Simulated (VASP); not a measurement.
A run of VASP 6.6.1:

Contents of INCAR:

```
SYSTEM = Te2Ir2O
PREC     = Accurate       ! precision mode
ENCUT    = 520            ! plane-wave cutoff, eV
EDIFF    = 1E-6           ! SCF threshold, eV
ISMEAR   = -1             ! smearing method
SIGMA    = 0.0897         ! smearing width, eV
LREAL    = .False.        ! projectors in reciprocal space
LASPH    = .True.         ! aspherical terms in the spheres
NELM     = 100            ! most SCF steps
ALGO     = Normal         ! electronic algorithm
ISIF     = 2              ! what is computed and relaxed
LWAVE    = .False.        ! write WAVECAR
LCHARG   = .False.        ! write CHGCAR
GGA      = PS             ! functional
NBANDS   = 47             ! bands
```

KPOINTS

```
regular mesh
0
Gamma
  3 3 3
  0 0 0
```

File POSCAR:

```
Te2Ir2O
1.0
    5.4299009300      3.3536569900      0.0000000000
    5.4299009300     -3.3536569900      0.0000000000
    0.0000000000      0.0000000000     -5.9238691900
Ir Te O
4 4 2
Direct
    0.3276000000      0.0264000000      0.7163000000
    0.6724000000      0.9736000000      0.2163000000
    0.9736000000      0.6724000000      0.7163000000
    0.0264000000      0.3276000000      0.2163000000
    0.3431000000      0.0967000000      0.3726000000
    0.6569000000      0.9033000000      0.8726000000
    0.9033000000      0.6569000000      0.3726000000
    0.0967000000      0.3431000000      0.8726000000
    0.2073000000      0.7927000000      0.7642000000
    0.7927000000      0.2073000000      0.2642000000
```

Potentials or basis: VASP PAW PBE potentials, release 64 (Ir, Te, O).

Run with:

```console
$ cat potpaw_PBE.64/Ir/POTCAR potpaw_PBE.64/Te/POTCAR potpaw_PBE.64/O/POTCAR > POTCAR
$ mpirun -np 1 vasp_std > vasp.out
```

Hardware: 1 thread of Intel(R) Xeon(R) Platinum 8559C (Emerald Rapids) (shared host).

Q: How long does it take, and how much memory?

A: Wall time 86 s on 1 thread of Intel(R) Xeon(R) Platinum 8559C (Emerald Rapids), on a shared host, peak memory 0.34 GiB. Counts: scf iterations 18, k points 8.
